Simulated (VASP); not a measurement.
OSZICAR of a VASP run on Ir:

OSZICAR:
```
       N       E                     dE             d eps       ncg     rms          rms(c)
DAV:   1    -0.621755102723E+03   -0.62176E+03   -0.10739E-04  3696   0.651E-02    0.402E-02
DAV:   2    -0.621755385083E+03   -0.28236E-03   -0.13733E-03  4376   0.279E-01    0.179E-01
DAV:   3    -0.621755068110E+03    0.31697E-03   -0.77440E-04  4392   0.222E-01    0.122E-02
DAV:   4    -0.621755072287E+03   -0.41767E-05   -0.28541E-05  3272   0.264E-02    0.672E-03
DAV:   5    -0.621755070535E+03    0.17522E-05   -0.31432E-06  1976   0.126E-02    0.412E-03
DAV:   6    -0.621755071305E+03   -0.77028E-06   -0.54999E-07  1480   0.529E-03
   1 F= -.62175507E+03 E0= -.62175393E+03  d E =-.341844E-02
```

Q: Which electronic solver shows in the log?

A: It is blocked Davidson (ALGO = Normal, or the opening steps of other solvers). The INCAR had ALGO = Normal.

Q: Can the final energy be trusted as converged?

A: The calculation finished and met its thresholds. It stopped with EDIFF = 1E-6, NELM = 100 (r2SCAN meta-GGA, plane waves, VASP's PBE PAW potentials (set 64)). The run did not end as a converged relaxation.

The cell is a thin slab with vacuum, built from Ir (fcc): (211) face.
